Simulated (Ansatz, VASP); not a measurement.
## One calculation of Hf4I15Br (a cell with a defect), two programs

```
CELL_PARAMETERS angstrom
6.09187 -6.07422 0.00000
6.09187 6.07422 0.00000
-5.74235 0.00000 11.74378
ATOMIC_POSITIONS crystal
Hf 0.20944 0.93972 0.62411
Hf 0.93953 0.20965 0.12774
Hf 0.79097 0.06182 0.37026
Hf 0.05737 0.78617 0.87507
I 0.17123 0.94572 0.11790
I 0.05962 0.28626 0.37072
I 0.17790 0.42280 0.13667
I 0.57595 0.81689 0.35137
I 0.27632 0.05318 0.86624
I 0.59251 0.30644 0.38444
I 0.05357 0.82616 0.38136
I 0.81778 0.57014 0.86180
I 0.42430 0.18173 0.63906
I 0.30784 0.59416 0.89012
I 0.69097 0.40368 0.11221
I 0.82102 0.04657 0.88580
I 0.40666 0.69349 0.61188
I 0.94333 0.17051 0.61358
I 0.94470 0.71699 0.63258
Br 0.73898 0.96792 0.14708
```

Alike in both runs: functional PBE; k mesh 3 × 3 × 2; occupations fermi-dirac, width 0.01 eV; no spin polarisation.

Ansatz relaxed the structure, and its values are those at the end. VASP's run is a single point on that final structure, the one shown.

|  | VASP | Ansatz |
| --- | --- | --- |
| version | VASP 6.6.1 | Ansatz 0.2.0 |
| potentials or method | VASP PAW PBE potentials, release 64 (Hf_pv, I, Br) | plane-wave PAW, scalar-relativistic |
| plane-wave cutoff (eV) | 520 | 420 |
| valence electrons in the cell | 152 | 366 |

Ansatz gave:

| Property | Result |
| --- | --- |
| gap on the k mesh at the Fermi level (eV) | 2.22 |
| pressure (GPa) | 0.4 |
| rms of the force components (eV/Å) | 0.005 |

Problem. Which values does VASP return?

Solution. gap on the k mesh at the Fermi level (eV): 2.21; pressure (GPa): 0.3; rms of the force components (eV/Å): 0.024.

The two sets of potentials don't hold the same shells in valence. Ansatz warned: «gradients_without_spin_orbit».

Caveats: spin-orbit coupling is left out, which moves the levels of the heavy elements. Expect the measured gap to be larger: semilocal functionals such as PBE lack the derivative discontinuity.
